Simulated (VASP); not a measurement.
Calculation: optB88-vdW, VASP's PBE PAW potentials (set 64) (plane waves; VASP).

A VASP calculation is set up with these files.

**INCAR**
```
SYSTEM = MnF2
PREC = Accurate
ENCUT = 520
EDIFF = 1E-7
NELM = 100
ALGO = Normal
LREAL = .FALSE.
LASPH = .TRUE.
ISMEAR = 0
SIGMA = 0.05
GGA = BO
PARAM1 = 0.1833333333
PARAM2 = 0.22
LUSE_VDW = .TRUE.
AGGAC = 0.0
LMAXMIX = 4
ISPIN = 2
MAGMOM = 4.5 -4.5 -0.0 0.0 0.0 -0.0
LORBIT = 10
LWAVE = .FALSE.
LCHARG = .FALSE.
ISIF = 4
IBRION = 2
NSW = 30
EDIFFG = -0.01
```

KPOINTS:
```
Automatic mesh
0
Gamma
5 5 7
0 0 0
```

POSCAR:
```
MnF2
1
    4.7698079552     0.0000000000     0.0000000000
    0.0000000000     4.7698079552     0.0000000000
    0.0000000000     0.0000000000     3.2428402552
Mn F
2 4
Direct
  0.0000000000   0.0000000000   0.0000000000
  0.5000000000   0.5000000000   0.5000000000
  0.3030958678   0.3030958678   0.0000000000
  0.8030958678   0.1969041322   0.5000000000
  0.1969041322   0.8030958678   0.5000000000
  0.6969041322   0.6969041322   0.0000000000
```

POTCAR, in this order: Mn_pv F (PBE.64 set). Program: vasp_std.

The resulting files:

**OSZICAR**
```
       N       E                     dE             d eps       ncg     rms          rms(c)
DAV:   1     0.741191496461E+03    0.74119E+03   -0.31660E+04  3096   0.195E+03
DAV:   2     0.457315919233E+02   -0.69546E+03   -0.67125E+03  3400   0.562E+02
DAV:   3    -0.267430602215E+02   -0.72475E+02   -0.71964E+02  3336   0.190E+02
DAV:   4    -0.287857792181E+02   -0.20427E+01   -0.20071E+01  3704   0.309E+01
DAV:   5    -0.288175330979E+02   -0.31754E-01   -0.31741E-01  3200   0.443E+00    0.231E+01
DAV:   6    -0.249112851161E+02    0.39062E+01   -0.25573E+01  3688   0.371E+01    0.160E+01
DAV:   7    -0.250300123104E+02   -0.11873E+00   -0.17898E+00  3264   0.108E+01    0.108E+01
DAV:   8    -0.248277293850E+02    0.20228E+00   -0.44974E-01  3152   0.627E+00    0.339E+00
DAV:   9    -0.250481230045E+02   -0.22039E+00   -0.10546E-01  3784   0.358E+00    0.958E-01
DAV:  10    -0.250501658141E+02   -0.20428E-02   -0.18533E-02  3192   0.897E-01    0.175E-01
DAV:  11    -0.250503212548E+02   -0.15544E-03   -0.53298E-04  3560   0.215E-01    0.624E-02
DAV:  12    -0.250504715795E+02   -0.15032E-03   -0.80767E-05  3352   0.727E-02    0.482E-02
DAV:  13    -0.250504935202E+02   -0.21941E-04   -0.18187E-05  3304   0.347E-02    0.122E-02
DAV:  14    -0.250504962831E+02   -0.27629E-05   -0.29901E-06  3272   0.159E-02    0.230E-03
DAV:  15    -0.250504976776E+02   -0.13945E-05   -0.35013E-07  3104   0.410E-03    0.167E-03
DAV:  16    -0.250504976802E+02   -0.25429E-08   -0.74254E-08  1944   0.217E-03
   1 F= -.25050498E+02 E0= -.25050498E+02  d E =-.250505E+02  mag=     0.0000
       N       E                     dE             d eps       ncg     rms          rms(c)
DAV:   1    -0.250552321672E+02   -0.47345E-02   -0.78127E-01  3072   0.660E+00    0.579E-01
DAV:   2    -0.250539152696E+02    0.13169E-02   -0.21228E-02  3664   0.110E+00    0.351E-01
DAV:   3    -0.250527937283E+02    0.11215E-02   -0.11451E-03  3904   0.288E-01    0.194E-01
DAV:   4    -0.250525638773E+02    0.22985E-03   -0.48632E-04  3648   0.162E-01    0.563E-02
DAV:   5    -0.250525674432E+02   -0.35659E-05   -0.45779E-05  3192   0.462E-02    0.323E-02
DAV:   6    -0.250525675537E+02   -0.11058E-06   -0.33984E-06  3896   0.155E-02    0.152E-02
DAV:   7    -0.250525676053E+02   -0.51541E-07   -0.84827E-07  3608   0.759E-03
   2 F= -.25052568E+02 E0= -.25052568E+02  d E =-.206993E-02  mag=    -0.0000
       N       E                     dE             d eps       ncg     rms          rms(c)
DAV:   1    -0.250540573425E+02   -0.14898E-02   -0.31084E-01  3072   0.416E+00    0.364E-01
DAV:   2    -0.250535405866E+02    0.51676E-03   -0.84408E-03  3664   0.697E-01    0.221E-01
DAV:   3    -0.250530943673E+02    0.44622E-03   -0.45496E-04  3904   0.181E-01    0.122E-01
DAV:   4    -0.250530023492E+02    0.92018E-04   -0.19254E-04  3632   0.102E-01    0.356E-02
DAV:   5    -0.250530040543E+02   -0.17051E-05   -0.18043E-05  3176   0.288E-02    0.204E-02
DAV:   6    -0.250530041050E+02   -0.50642E-07   -0.13548E-06  3944   0.964E-03    0.950E-03
DAV:   7    -0.250530040196E+02    0.85397E-07   -0.32879E-07  3208   0.478E-03
   3 F= -.25053004E+02 E0= -.25053004E+02  d E =-.250634E-02  mag=     0.0000
```

**OUTCAR**
```
------------------------ aborting loop because EDIFF is reached ----------------------------------------
  FORCE on cell =-STRESS in cart. coord.  units (eV):
  Direction    XX          YY          ZZ          XY          YZ          ZX
  --------------------------------------------------------------------------------------
  Total        3.0843235      3.0843235      3.1695159      0.0000000      0.0000000      0.0000000
  in kB       66.9796945     66.9796945     68.8297475      0.0000000      0.0000000      0.0000000
  external PRESSURE =      67.5963789 kB  Pullay stress =       0.0000000 kB
  volume of cell :       73.78
      direct lattice vectors                 reciprocal lattice vectors
     4.758468384  0.000000000  0.000000000     0.210151654 -0.000000000  0.000000000
     0.000000000  4.758468384  0.000000000     0.000000000  0.210151654  0.000000000
     0.000000000  0.000000000  3.258314239     0.000000000  0.000000000  0.306907169
 POSITION                                       TOTAL-FORCE (eV/Angst)
 -----------------------------------------------------------------------------------
      0.00000      0.00000      0.00000         0.000000     -0.000000      0.000000
      2.37923      2.37923      1.62916         0.000000     -0.000000      0.000000
      1.43774      1.43774      0.00000         0.004154      0.004154      0.000000
      3.81698      0.94149      1.62916         0.004154     -0.004154      0.000000
      0.94149      3.81698      1.62916        -0.004154      0.004154      0.000000
      3.32073      3.32073      0.00000        -0.004154     -0.004154      0.000000
 -----------------------------------------------------------------------------------
    total drift:                                0.000000      0.000000      0.000000
  FREE ENERGIE OF THE ION-ELECTRON SYSTEM (eV)
  ---------------------------------------------------
  free  energy   TOTEN  =       -25.0530040196 eV

  energy  without entropy=      -25.0530040196  energy(sigma->0) =      -25.05300402

 total charge

# of ion       s       p       d       tot
------------------------------------------
    1        0.175   6.165   4.999  11.340
    2        0.175   6.165   4.999  11.340
    3        1.728   4.376   0.000   6.104
    4        1.728   4.376   0.000   6.104
    5        1.728   4.376   0.000   6.104
    6        1.728   4.376   0.000   6.104
--------------------------------------------------
tot          7.263  29.835   9.999  47.097

 magnetization (x)

# of ion       s       p       d       tot
------------------------------------------
    1        0.016   0.014   4.467   4.497
    2       -0.016  -0.014  -4.467  -4.497
    3       -0.003  -0.025   0.000  -0.028
    4        0.003   0.025   0.000   0.028
    5        0.003   0.025   0.000   0.028
    6       -0.003  -0.025   0.000  -0.028
--------------------------------------------------
tot          0.000   0.000  -0.000  -0.000

 reached required accuracy - stopping structural energy minimisation
```
(Selected blocks of OUTCAR.)

### CONTCAR
```
MnF2
   1.00000000000000
     4.7584683844477169    0.0000000000000000    0.0000000000000000
     0.0000000000000000    4.7584683844477169    0.0000000000000000
     0.0000000000000000    0.0000000000000000    3.2583142390179987
  Mn              F
     2     4
Direct
     0.0000000000000000    0.0000000000000000    0.0000000000000000
     0.5000000000000000    0.5000000000000000    0.5000000000000000
     0.3021438273127726    0.3021438273127726    0.0000000000000000
     0.8021438273127726    0.1978561726872274    0.5000000000000000
     0.1978561726872274    0.8021438273127726    0.5000000000000000
     0.6978561726872274    0.6978561726872274    0.0000000000000000
```

The compound is MnF2 in the rutile structure. This cell is one point of a volume scan, at 0.94 of the reference volume. Symmetry was kept, so distortions that lower it aren't found.
